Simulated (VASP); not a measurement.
Consider the following.

```
CELL_PARAMETERS angstrom
      3.70723     0.00000     0.00000
     -1.85362     3.21056     0.00000
      0.00000     0.00000     8.18340
ATOMIC_POSITIONS crystal
  Y  0.33333 0.66667 0.67746
  Y  0.66667 0.33333 0.32254
  C  0.00000 0.00000 0.00000
  N  0.00000 0.00000 0.15023
  N  0.00000 0.00000 0.84977
  O  0.33333 0.66667 0.39671
  O  0.66667 0.33333 0.60329
```

Calculation: r2SCAN meta-GGA, VASP's PBE PAW potentials (set 64) (plane waves; VASP). Numerical set-up: 520 eV cut-off, 8×8×3 Γ-centred mesh, tetrahedra with Blöchl corrections, potentials Y_sv C N O.

The cores are frozen, which limits the accuracy of field gradients.

### Question
Give the principal components of the electric field gradient (V/Å²) and the asymmetry η at each nucleus.

### Answer

```csv
atom,Vxx,Vyy,Vzz,η
Y1,-29.1,-29.1,58.2,0.00
Y2,-29.1,-29.1,58.2,0.00
C3,31.1,31.1,-62.2,0.00
N4,-5.3,-5.3,10.6,0.00
N5,-5.3,-5.3,10.6,0.00
O6,3.5,3.5,-7.1,0.00
O7,3.5,3.5,-7.1,0.00
```

The structure comes from a computed database's Y2CN2O2 entry (P-3m1); how it stands against other phases isn't given here. It was relaxed first.
